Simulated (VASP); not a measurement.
Calculation: r2SCAN meta-GGA, VASP's PBE PAW potentials (set 64) (plane waves; VASP).

VASP ran on this input.

**INCAR**
```
! general
SYSTEM =Re
PREC   =Accurate
ENCUT  =520
LREAL  =.FALSE.
LASPH  =.TRUE.

! electronic loop
EDIFF  =1E-7
NELM   =100
ALGO   =Normal
LMAXMIX=6
LMIXTAU=.TRUE.

! smearing
ISMEAR =1
SIGMA  =0.1

! functional
METAGGA=R2SCAN

! ions
IBRION =2
NSW    =30
ISIF   =4
EDIFFG =-0.01

! output
LWAVE  =.FALSE.
LCHARG =.FALSE.
```

File POSCAR:
```
Re
1
    1.3501870272    -2.3385924192     0.0000000000
    1.3501870272     2.3385924192     0.0000000000
    0.0000000000     0.0000000000     4.3753672565
Re
2
Direct
  0.3333330000   0.6666670000   0.2500000000
  0.6666670000   0.3333330000   0.7500000000
```

KPOINTS:
```
Automatic mesh
0
Gamma
15 15 8
0 0 0
```

POTCAR, in this order: Re (PBE.64 set). Program: vasp_std.

Output of the run:

File OSZICAR:
```
       N       E                     dE             d eps       ncg     rms          rms(c)
DAV:   1    -0.476935374940E+02   -0.47694E+02   -0.73106E+03  5358   0.167E+03
DAV:   2    -0.987513841680E+02   -0.51058E+02   -0.42992E+02  4697   0.337E+02
DAV:   3    -0.105402678568E+03   -0.66513E+01   -0.53539E+01  4963   0.266E+02
DAV:   4    -0.105786547890E+03   -0.38387E+00   -0.34250E+00  5332   0.284E+01
DAV:   5    -0.105802754200E+03   -0.16206E-01   -0.15391E-01  5213   0.353E+00    0.406E+01
DAV:   6    -0.105075516906E+03    0.72724E+00   -0.23501E-01  5320   0.708E+00    0.236E+01
DAV:   7    -0.103744318491E+03    0.13312E+01   -0.27939E+00  5311   0.500E+01    0.106E+01
DAV:   8    -0.104745366786E+03   -0.10010E+01   -0.86071E-01  5400   0.237E+01    0.521E-01
DAV:   9    -0.104729577134E+03    0.15790E-01   -0.90146E-03  5356   0.202E+00    0.143E+00
DAV:  10    -0.104748396530E+03   -0.18819E-01   -0.82706E-03  4683   0.186E+00    0.293E-01
DAV:  11    -0.104755803773E+03   -0.74072E-02   -0.14149E-03  4779   0.685E-01    0.284E-01
DAV:  12    -0.104755545412E+03    0.25836E-03   -0.27023E-04  5235   0.604E-01    0.659E-02
DAV:  13    -0.104755607144E+03   -0.61732E-04   -0.31167E-04  4974   0.645E-01    0.656E-03
DAV:  14    -0.104755568462E+03    0.38682E-04   -0.10351E-05  4793   0.390E-02    0.419E-03
DAV:  15    -0.104755611931E+03   -0.43469E-04   -0.36451E-06  4810   0.473E-02    0.533E-03
DAV:  16    -0.104755591309E+03    0.20622E-04   -0.18336E-06  4673   0.432E-02    0.722E-04
DAV:  17    -0.104755593975E+03   -0.26664E-05   -0.22085E-08  2175   0.402E-03    0.384E-03
DAV:  18    -0.104755590811E+03    0.31638E-05   -0.23301E-08  2148   0.104E-02    0.196E-03
DAV:  19    -0.104755591610E+03   -0.79866E-06   -0.26433E-08  2109   0.246E-03    0.476E-04
DAV:  20    -0.104755591591E+03    0.19182E-07   -0.99145E-09  2022   0.660E-03
   1 F= -.10475559E+03 E0= -.10475574E+03  d E =-.104756E+03
       N       E                     dE             d eps       ncg     rms          rms(c)
DAV:   1    -0.104755779482E+03   -0.18787E-03   -0.34591E-02  4535   0.702E+00    0.928E-02
DAV:   2    -0.104755528183E+03    0.25130E-03   -0.37711E-04  5516   0.295E-01    0.501E-02
DAV:   3    -0.104755471900E+03    0.56283E-04   -0.83658E-05  5126   0.123E-01    0.125E-02
DAV:   4    -0.104755504598E+03   -0.32698E-04   -0.33451E-05  5687   0.962E-02    0.700E-03
DAV:   5    -0.104755496783E+03    0.78145E-05   -0.11278E-05  5514   0.699E-02    0.281E-03
DAV:   6    -0.104755504615E+03   -0.78317E-05   -0.21242E-07  2240   0.151E-02    0.146E-03
DAV:   7    -0.104755502341E+03    0.22742E-05   -0.66387E-08  2064   0.110E-02    0.246E-03
DAV:   8    -0.104755500444E+03    0.18966E-05   -0.98138E-08  2047   0.849E-03    0.537E-04
DAV:   9    -0.104755504744E+03   -0.42997E-05   -0.12833E-07  2208   0.104E-02    0.438E-04
DAV:  10    -0.104755503776E+03    0.96805E-06   -0.41427E-08  1827   0.929E-03    0.233E-04
DAV:  11    -0.104755503705E+03    0.70531E-07   -0.29541E-08  1809   0.647E-03
   2 F= -.10475550E+03 E0= -.10475562E+03  d E =0.878857E-04
       N       E                     dE             d eps       ncg     rms          rms(c)
DAV:   1    -0.104755750221E+03   -0.24645E-03   -0.13414E-02  4498   0.438E+00    0.579E-02
DAV:   2    -0.104755639473E+03    0.11075E-03   -0.14552E-04  5506   0.184E-01    0.312E-02
DAV:   3    -0.104755640513E+03   -0.10399E-05   -0.32037E-05  5121   0.759E-02    0.793E-03
DAV:   4    -0.104755632371E+03    0.81423E-05   -0.12996E-05  5674   0.606E-02    0.445E-03
DAV:   5    -0.104755645897E+03   -0.13526E-04   -0.40953E-06  5040   0.435E-02    0.168E-03
DAV:   6    -0.104755642355E+03    0.35423E-05   -0.24293E-07  2109   0.113E-02    0.107E-03
DAV:   7    -0.104755643879E+03   -0.15238E-05   -0.21352E-08  1878   0.684E-03    0.137E-03
DAV:   8    -0.104755644728E+03   -0.84961E-06   -0.27889E-08  1797   0.454E-03    0.396E-04
DAV:   9    -0.104755642617E+03    0.21114E-05   -0.32968E-08  1737   0.605E-03    0.528E-04
DAV:  10    -0.104755642921E+03   -0.30412E-06   -0.16720E-08  1725   0.615E-03    0.177E-04
DAV:  11    -0.104755642868E+03    0.53307E-07   -0.12172E-08  1677   0.421E-03
   3 F= -.10475564E+03 E0= -.10475578E+03  d E =-.512767E-04
```

OUTCAR:
```
------------------------ aborting loop because EDIFF is reached ----------------------------------------
  FORCE on cell =-STRESS in cart. coord.  units (eV):
  Direction    XX          YY          ZZ          XY          YZ          ZX
  --------------------------------------------------------------------------------------
  Total        4.8770632      4.8770627      4.8765103      0.0000000      0.0000000      0.0000000
  in kB      282.7977744    282.7977450    282.7657154      0.0000000      0.0000000      0.0000000
  external PRESSURE =     282.7870782 kB  Pullay stress =       0.0000000 kB
  volume of cell :       27.63
      direct lattice vectors                 reciprocal lattice vectors
     1.349655835 -2.337672357  0.000000000     0.370464816 -0.213887972 -0.000000000
     1.349655835  2.337672357  0.000000000     0.370464816  0.213887972 -0.000000000
     0.000000000  0.000000000  4.378812035    -0.000000000  0.000000000  0.228372443
 POSITION                                       TOTAL-FORCE (eV/Angst)
 -----------------------------------------------------------------------------------
      1.34966      0.77923      1.09470         0.000000      0.000000      0.000000
      1.34966     -0.77923      3.28411        -0.000000     -0.000000      0.000000
 -----------------------------------------------------------------------------------
    total drift:                               -0.000000      0.000005     -0.000016
  FREE ENERGIE OF THE ION-ELECTRON SYSTEM (eV)
  ---------------------------------------------------
  free  energy   TOTEN  =      -104.7556428676 eV

  energy  without entropy=     -104.7560443782  energy(sigma->0) =     -104.75577670

 reached required accuracy - stopping structural energy minimisation
```
(Selected blocks of OUTCAR.)

**CONTCAR**
```
Re
   1.00000000000000
     1.3496558346057053   -2.3376723568378490    0.0000000000000000
     1.3496558346057053    2.3376723568378490    0.0000000000000000
     0.0000000000000000    0.0000000000000000    4.3788120346954678
  Re
     2
Direct
     0.3333330000000032    0.6666669999999968    0.2500000000000000
     0.6666669999999968    0.3333330000000032    0.7500000000000000
```

OUTCAR:
```
 val. band max:        8.4481694007   @ k =   0.3333   0.1333   0.3750

 cond. band min:       8.4913338395   @ k =   0.1333   0.0667   0.0000


 Fermi energy:         8.4567680668

 k-point     1 :       0.0000    0.0000    0.0000
  band No.  band energies     occupation
      1      -2.3004      2.00000
      2       1.0537      2.00000
      3       6.6005      2.00000
      4       6.6843      2.00000
      5       6.6843      2.00000
      6       7.6265      2.00000
      7       7.6265      2.00000
      8       8.7463     -0.00033
      9       8.7464     -0.00033
     10       9.1383     -0.00000
     11      12.3091      0.00000

 k-point     2 :       0.0667    0.0000    0.0000
  band No.  band energies     occupation
      1      -2.0943      2.00000
      2       1.2475      2.00000
      3       6.1400      2.00000
      4       6.8742      2.00000
      5       7.0700      2.00000
      6       7.4764      2.00000
      7       7.8065      2.00000
      8       8.2367      2.00793
      9       8.5836     -0.07035
     10       8.7581     -0.00017
     11      12.4199      0.00000

 k-point     3 :       0.1333    0.0000    0.0000
  band No.  band energies     occupation
      1      -1.5040      2.00000
      2       1.7700      2.00000
      3       5.5489      2.00000
      4       6.8928      2.00000
      5       7.0265      2.00000
      6       7.4346      2.00000
      7       7.6405      2.00000
      8       8.1781      2.00059
      9       8.3356      2.07086
     10       8.4382      1.30911
     11      12.6759      0.00000

 k-point     4 :       0.2000    0.0000    0.0000
  band No.  band energies     occupation
      1      -0.6207      2.00000
      2       2.3779      2.00000
      3       5.0855      2.00000
      4       5.5527      2.00000
      5       6.5944      2.00000
      6       7.6767      2.00000
      7       8.0456      2.00000
      8       8.3348      2.07091
      9       8.3713      2.00534
...
```

Unless said otherwise, spin-orbit coupling is left out, though it shifts the bands of the heavy elements here.

The compound is Re in the hcp structure. This cell is one point of a volume scan, at 0.94 of the reference volume. Symmetry was kept, so distortions that lower it aren't found.
